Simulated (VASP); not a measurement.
A run of VASP 6.6.1 is set up as follows.

The input INCAR:

```
PREC     = Accurate       # precision mode
ENCUT    = 500            # plane-wave cutoff, eV
EDIFF    = 1E-6           # SCF threshold, eV
ISMEAR   = 1              # smearing method
SIGMA    = 0.1            # smearing width, eV
LREAL    = F              # projectors in reciprocal space
LASPH    = T              # aspherical terms in the spheres
NELM     = 100            # most SCF steps
ALGO     = Normal         # electronic algorithm
ISIF     = 2              # what is computed and relaxed
LWAVE    = F              # write WAVECAR
LCHARG   = F              # write CHGCAR
GGA      = PS             # functional
ICORELEVEL= 1            
KPAR     = 4
```

The input KPOINTS:

```
Automatic mesh
0
Gamma
  7 7 5
```

The input POSCAR:

```
MgB2
1.0
    4.6275000000      2.6716883710      0.0000000000
   -4.6275000000      2.6716883710      0.0000000000
    0.0000000000      0.0000000000      7.0460000000
Mg B
6 12
Direct
    0.0000000000      0.0000000000      0.0000000000
    0.0000000000      0.0000000000      0.5000000000
    0.3333333333      0.6666666667      0.0000000000
    0.3333333333      0.6666666667      0.5000000000
    0.6666666667      0.3333333333      0.0000000000
    0.6666666667      0.3333333333      0.5000000000
    0.3333333333      0.3333333334      0.2500000000
    0.3333333333      0.3333333334      0.7500000000
    0.6666666667      0.0000000000      0.2500000000
    0.6666666667      0.0000000000      0.7500000000
    0.0000000000      0.6666666667      0.2500000000
    0.0000000000      0.6666666667      0.7500000000
    0.3333333333      1.0000000000      0.2500000000
    0.3333333333      1.0000000000      0.7500000000
    0.6666666667      0.6666666666      0.2500000000
    0.6666666667      0.6666666666      0.7500000000
    0.0000000000      0.3333333333      0.2500000000
    0.0000000000      0.3333333333      0.7500000000
```

Potentials or basis: VASP PAW PBE potentials, release 64 (Mg, B).

Launch:

```console
$ cat potpaw_PBE.64/Mg/POTCAR potpaw_PBE.64/B/POTCAR > POTCAR
$ mpirun -np 4 vasp_std > vasp.out
```

Problem. Predict the pressure.

Solution. -3.2 GPa.

Problem. What does it give for the band gap on the k mesh?

Solution. None (metal or under the smearing width).

Stress tensor (GPa, compression positive):
```
-3.68  0.00  0.00
 0.00 -3.68  0.00
 0.00  0.00 -2.27
```

Caveat: the PAW data sets were made with another functional, which shifts forces and pressure a little.
